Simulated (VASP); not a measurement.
Computed with PBEsol GGA, VASP's PBE PAW potentials (set 64) (plane waves; VASP).

The input files of a VASP run:

File POSCAR:
```
Ta3ZrC4
1
    4.4917554082    -0.0000000000     0.0000000000
   -0.0000000000     4.4917554082     0.0000000000
   -0.0000000000    -0.0000000000     4.4917554082
Zr C Ta
1 4 3
Direct
  0.0000000000   0.0000000000   0.0000000000
  0.5000000000   0.5000000000   0.5000000000
  0.0000000000   0.0000000000   0.5000000000
  0.0000000000   0.5000000000   0.0000000000
  0.5000000000   0.0000000000   0.0000000000
  0.5000000000   0.5000000000   0.0000000000
  0.5000000000   0.0000000000   0.5000000000
  0.0000000000   0.5000000000   0.5000000000
```

### INCAR
```
! general
SYSTEM =Ta3ZrC4
PREC   =Accurate
ENCUT  =520
LREAL  =.FALSE.   ! projection in real space or not
LASPH  =.TRUE.   ! aspherical one-centre terms

! electronic loop
EDIFF  =1E-6
NELM   =100   ! most electronic steps
ALGO   =Normal   ! blocked Davidson
LMAXMIX=6   ! l cut-off of mixed one-centre charges

! smearing
ISMEAR =1   ! Methfessel-Paxton
SIGMA  =0.1

! functional
GGA    =PS

! ions
IBRION =2   ! conjugate gradients
NSW    =60   ! most ionic steps
ISIF   =3
EDIFFG =-0.02   ! ionic stop

! output
LWAVE  =.FALSE.
LCHARG =.FALSE.
```

### KPOINTS
```
Regular mesh
0
G
6 6 6
0 0 0
```

POTCAR, in this order: Zr_sv C Ta_pv (PBE.64 set). Program: vasp_std.

Output of the run:

### OSZICAR
```
       N       E                     dE             d eps       ncg     rms          rms(c)
DAV:   1     0.569056746847E+03    0.56906E+03   -0.33114E+04  1440   0.174E+03
DAV:   2    -0.662810038634E+02   -0.63534E+03   -0.62335E+03  1700   0.490E+02
DAV:   3    -0.103028743946E+03   -0.36748E+02   -0.35730E+02  2128   0.107E+02
DAV:   4    -0.104369795569E+03   -0.13411E+01   -0.13226E+01  2104   0.164E+01
DAV:   5    -0.104387634247E+03   -0.17839E-01   -0.17812E-01  1932   0.189E+00    0.514E+01
DAV:   6    -0.914338416767E+02    0.12954E+02   -0.80390E+01  1732   0.380E+01    0.212E+01
DAV:   7    -0.911949503095E+02    0.23889E+00   -0.34543E+00  1916   0.825E+00    0.111E+01
DAV:   8    -0.911205774260E+02    0.74373E-01   -0.30800E-01  1932   0.290E+00    0.133E+00
DAV:   9    -0.911165293361E+02    0.40481E-02   -0.28951E-02  1892   0.734E-01    0.365E-01
DAV:  10    -0.911164483608E+02    0.80975E-04   -0.26768E-03  1812   0.361E-01    0.124E-01
DAV:  11    -0.911164787609E+02   -0.30400E-04   -0.30585E-04  2052   0.116E-01    0.356E-02
DAV:  12    -0.911164726144E+02    0.61465E-05   -0.58582E-05  1848   0.329E-02    0.127E-02
DAV:  13    -0.911164704703E+02    0.21441E-05   -0.56639E-06  1648   0.123E-02    0.473E-03
DAV:  14    -0.911164700673E+02    0.40300E-06   -0.12282E-06  1112   0.486E-03
   1 F= -.91116470E+02 E0= -.91114777E+02  d E =-.911165E+02
```

### OUTCAR
```
------------------------ aborting loop because EDIFF is reached ----------------------------------------
  FORCE on cell =-STRESS in cart. coord.  units (eV):
  Direction    XX          YY          ZZ          XY          YZ          ZX
  --------------------------------------------------------------------------------------
  Total        0.0722505      0.0722505      0.0722505      0.0000000      0.0000000      0.0000000
  in kB        1.2773296      1.2773296      1.2773296      0.0000000      0.0000000      0.0000000
  external PRESSURE =       1.2773296 kB  Pullay stress =       0.0000000 kB
  volume of cell :       90.63
      direct lattice vectors                 reciprocal lattice vectors
     4.491755408  0.000000000  0.000000000     0.222630110  0.000000000  0.000000000
     0.000000000  4.491755408  0.000000000     0.000000000  0.222630110  0.000000000
     0.000000000  0.000000000  4.491755408     0.000000000  0.000000000  0.222630110
 POSITION                                       TOTAL-FORCE (eV/Angst)
 -----------------------------------------------------------------------------------
      0.00000      0.00000      0.00000         0.000000      0.000000      0.000000
      2.24588      2.24588      2.24588         0.000000      0.000000      0.000000
      0.00000      0.00000      2.24588         0.000000      0.000000      0.000000
      0.00000      2.24588      0.00000         0.000000      0.000000      0.000000
      2.24588      0.00000      0.00000         0.000000      0.000000      0.000000
      2.24588      2.24588      0.00000         0.000000      0.000000      0.000000
      2.24588      0.00000      2.24588         0.000000      0.000000      0.000000
      0.00000      2.24588      2.24588         0.000000      0.000000      0.000000
 -----------------------------------------------------------------------------------
    total drift:                                0.000000      0.000000      0.000000
  FREE ENERGIE OF THE ION-ELECTRON SYSTEM (eV)
  ---------------------------------------------------
  free  energy   TOTEN  =       -91.1164700673 eV

  energy  without entropy=      -91.1113903049  energy(sigma->0) =      -91.11477681

 reached required accuracy - stopping structural energy minimisation
```
(Selected blocks of OUTCAR.)

### OUTCAR
```
 val. band max:        9.0810066066   @ k =   0.3333   0.3333   0.1667

 cond. band min:       9.1033601314   @ k =   0.3333   0.1667   0.0000


 Fermi energy:         9.0911683049

 k-point     1 :       0.0000    0.0000    0.0000
  band No.  band energies     occupation
      1     -39.3432      2.00000
      2     -26.5173      2.00000
      3     -26.5173      2.00000
      4     -26.5173      2.00000
      5     -26.2140      2.00000
      6     -26.2140      2.00000
      7     -26.2140      2.00000
      8     -26.0984      2.00000
      9     -26.0984      2.00000
     10     -26.0984      2.00000
     11     -17.6639      2.00000
     12     -17.6639      2.00000
     13     -17.6639      2.00000
     14      -5.2084      2.00000
     15      -3.3241      2.00000
     16      -3.2103      2.00000
     17      -3.2103      2.00000
     18       4.8162      2.00000
     19       4.8162      2.00000
     20       4.8162      2.00000
     21       4.8278      2.00000
     22       4.8278      2.00000
     23       4.8278      2.00000
     24       7.4324      2.00000
     25       7.4324      2.00000
     26       7.4324      2.00000
     27       7.6834      2.00000
     28       7.6834      2.00000
     29       7.6834      2.00000
     30       8.0475      2.00000
     31       8.0475      2.00000
     32       8.0475      2.00000
     33       8.7665      2.00004
     34       8.7665      2.00004
     35       8.7665      2.00004
     36       9.9159     -0.00000

 k-point     2 :       0.1667    0.0000    0.0000
  band No.  band energies     occupation
      1     -39.3433      2.00000
      2     -26.5018      2.00000
      3     -26.5018      2.00000
      4     -26.4918      2.00000
      5     -26.2190      2.00000
      6     -26.2190      2.00000
      7     -26.2162      2.00000
      8     -26.1281      2.00000
      9     -26.1088      2.00000
     10     -26.1088      2.00000
     11     -17.6829      2.00000
     12     -17.6663      2.00000
...
```

Unless said otherwise, spin-orbit coupling is left out, though it shifts the bands of the heavy elements here.

The structure was generated: Ta3ZrC4 was put into an ordered model structure (Pm-3m), which need not be its known phase. It was relaxed first. The start is the result of an earlier pass. The electron count is odd and the run is not spin-polarised, which forces a metal.
